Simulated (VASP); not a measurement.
The input files of a VASP run:

### INCAR
```
SYSTEM = AgI
PREC = Accurate
ENCUT = 520
EDIFF = 1E-7
NELM = 100
ALGO = Normal
LREAL = .FALSE.
LASPH = .TRUE.
ISMEAR = -5
GGA = CX
LUSE_VDW = .TRUE.
AGGAC = 0.0
LMAXMIX = 4
LWAVE = .FALSE.
LCHARG = .TRUE.
LORBIT = 11
NEDOS = 601
ISIF = 2
LEFG = .TRUE.
```

**POSCAR**
```
AgI
1
    2.2922464989    -3.9702877948     0.0000000000
    2.2922464989     3.9702877948     0.0000000000
    0.0000000000     0.0000000000     7.4917463209
Ag I
2 2
Direct
  0.6666670000   0.3333330000   0.5000722974
  0.3333330000   0.6666670000   0.0000722974
  0.6666670000   0.3333330000   0.8749277026
  0.3333330000   0.6666670000   0.3749277026
```

KPOINTS:
```
K-points
0
G
6 6 4
```

POTCAR, in this order: Ag I (PBE.64 set). Program: vasp_std.

Question: Write an equivalent input for Quantum ESPRESSO's pw.x.

Answer: One equivalent input (not run):
```
&CONTROL
  calculation = 'scf'
  pseudo_dir = './pseudo'
  outdir = './out'
  tprnfor = .true.
  tstress = .true.
/
&SYSTEM
  ibrav = 0
  nat = 4
  ntyp = 2
  ecutwfc = 82
  occupations = 'tetrahedra'
  input_dft = 'vdw-df-cx'
/
&ELECTRONS
  conv_thr = 7.3e-09
  electron_maxstep = 100
/
ATOMIC_SPECIES
  Ag 107.868 Ag.upf
  I 126.904 I.upf
CELL_PARAMETERS angstrom
     2.2922465   -3.9702878    0.0000000
     2.2922465    3.9702878    0.0000000
     0.0000000    0.0000000    7.4917463
ATOMIC_POSITIONS crystal
  Ag   0.6666670  0.3333330  0.5000723
  Ag   0.3333330  0.6666670  0.0000723
  I    0.6666670  0.3333330  0.8749277
  I    0.3333330  0.6666670  0.3749277
K_POINTS automatic
  6 6 4 0 0 0
```
Limits of the translation: the potentials are each code's own (VASP's PAW set, PseudoDojo norm-conserving files in pw.x), so ENCUT and ecutwfc are chosen apart and not converted; conv_thr bounds pw.x's estimated SCF error, while EDIFF bounds the energy change between steps; the field gradients of LEFG aren't asked of the other code.

The compound is AgI in the wurtzite structure. It was relaxed first.
